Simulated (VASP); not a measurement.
Here is the system:

```
Er
1.0
    1.76230    -3.05240     0.00000
    1.76230     3.05240     0.00000
    0.00000     0.00000     5.41869
Er
2
Cartesian
  1.76230   1.01747   1.35467
  1.76230  -1.01747   4.06402
```

Level of theory: PBEsol GGA, VASP's PBE PAW potentials (set 64) (plane waves; VASP 6.6.1). Run with 480 eV cut-off, 12×12×6 Γ-centred mesh, first-order Methfessel-Paxton smearing of 0.10 eV, potentials Er_3.

The 4f electrons are frozen in the core of the lanthanide potential, so 4f levels, which can set the real gap, and their magnetism are missing. Energy and stress use the plane-wave basis of the starting cell.

The ions, cell shape and volume at an external pressure of 5.0 GPa are relaxed. Predict the relaxed structure.

```
Er
1.0
    1.70429    -2.95191     0.00000
    1.70429     2.95191     0.00000
    0.00000     0.00000     5.28492
Er
2
Direct
  0.33333   0.66667   0.25000
  0.66667   0.33333   0.75000
```
Space group P6_3/mmc (194), at a tolerance of 0.03 Å.

How do energy and volume change from the first to the last step?

The energy (σ→0) changes by +37.9 meV/atom and the volume by -8.8 %, in 8 ionic steps.

The compound is Er in the hcp structure. This run relaxes it under an external pressure of 5 GPa. Symmetry was kept, so distortions that lower it aren't found.
